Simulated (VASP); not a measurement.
Input of a VASP 6.6.1 run:

Contents of INCAR:

```
ALGO = Normal
EDIFF = 1E-7
ENCUT = 520
ISIF = 2
ISMEAR = 0
LASPH = T
LCHARG = F
LREAL = F
LWAVE = F
NBANDS = 18
NELM = 100
PREC = Accurate
SIGMA = 0.1
```

KPOINTS

```
k-points
0
Gamma
  6 6 6
```

POSCAR

```
TiPd
1.0
    2.8147090400      0.0000000000      0.0000000000
    0.0000000000      2.8147090400      0.0000000000
    0.0000000000      0.0000000000      3.8657642400
Ti Pd
1 1
Direct
    0.0000000000      0.0000000000      0.0000000000
    0.5000000000      0.5000000000      0.5000000000
```

Potentials or basis: VASP PAW LDA potentials, release 64 (Ti_sv, Pd).

Run with:

```console
$ cat potpaw_LDA.64/Ti_sv/POTCAR potpaw_LDA.64/Pd/POTCAR > POTCAR
$ mpirun -np 1 vasp_std > vasp.out
```

Predict the band gap on the k mesh.

none (metal or under the smearing width).

What does it give for the pressure?

-8.8 GPa.

Stress tensor (GPa, compression positive):
```
-9.04  0.00  0.00
 0.00 -9.04  0.00
 0.00  0.00 -8.45
```

Caveat: the k mesh is coarse (spacing up to 0.37 Å⁻¹), so the values aren't converged.
